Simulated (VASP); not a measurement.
These are PBE GGA, VASP's PBE PAW potentials (set 64) (plane waves; VASP 6.6.1) values and carry that method's errors.

Input for VASP

KPOINTS:
```
Automatic mesh
0
Gamma
10 10 8
0 0 0
```

### INCAR
```
ALGO=Normal
EDIFF=1E-6
ENCUT=520
GGA=PE
ISIF=2
ISMEAR=1
LASPH=T
LCHARG=F
LMAXMIX=4
LREAL=F
LWAVE=F
NBANDS=26
NELM=100
PREC=Accurate
SIGMA=0.1
SYSTEM=TiB2
```

### POSCAR
```
TiB2
1
    1.5453000000    -2.6765380000     0.0000000000
    1.5453000000     2.6765380000     0.0000000000
    0.0000000000     0.0000000000     3.2946000000
Ti B
1 2
Direct
  0.0000000000   0.0000000000   0.0000000000
  0.3333330000   0.6666670000   0.5000000000
  0.6666670000   0.3333330000   0.5000000000
```

POTCAR, in this order: Ti_sv B (PBE.64 set). Program: vasp_std.

**Question.** Estimate the energy per atom (σ→0), pressure, band gap (on the k-mesh).

**Answer.** 
* **energy per atom (σ→0)**: -8.118 eV/atom
* **band gap (on the k-mesh)**: none (metal, semimetal or under 0.01 eV)
* **pressure**: -13.31 GPa

**OSZICAR**
```
...
DAV:   8    -0.243647690690E+02   -0.17210E-02   -0.91545E-02  5010   0.199E+00    0.858E-01
DAV:   9    -0.243559843400E+02    0.87847E-02   -0.56973E-02  4050   0.212E+00    0.352E-01
DAV:  10    -0.243543856938E+02    0.15986E-02   -0.40139E-03  4222   0.539E-01    0.616E-02
DAV:  11    -0.243544388526E+02   -0.53159E-04   -0.42973E-04  4444   0.140E-01    0.279E-02
DAV:  12    -0.243544420747E+02   -0.32221E-05   -0.28734E-05  3998   0.457E-02    0.120E-02
DAV:  13    -0.243544395474E+02    0.25273E-05   -0.44192E-06  4392   0.206E-02    0.304E-03
DAV:  14    -0.243544392673E+02    0.28015E-06   -0.29820E-07  2306   0.406E-03
   1 F= -.24354439E+02 E0= -.24354003E+02  d E =-.130946E-02
```

The compound is TiB2 in the AlB2 type structure. The cell was not relaxed at this level. The run is one of a series of settings (NBANDS = 26 against the base run), some of them coarse on purpose.
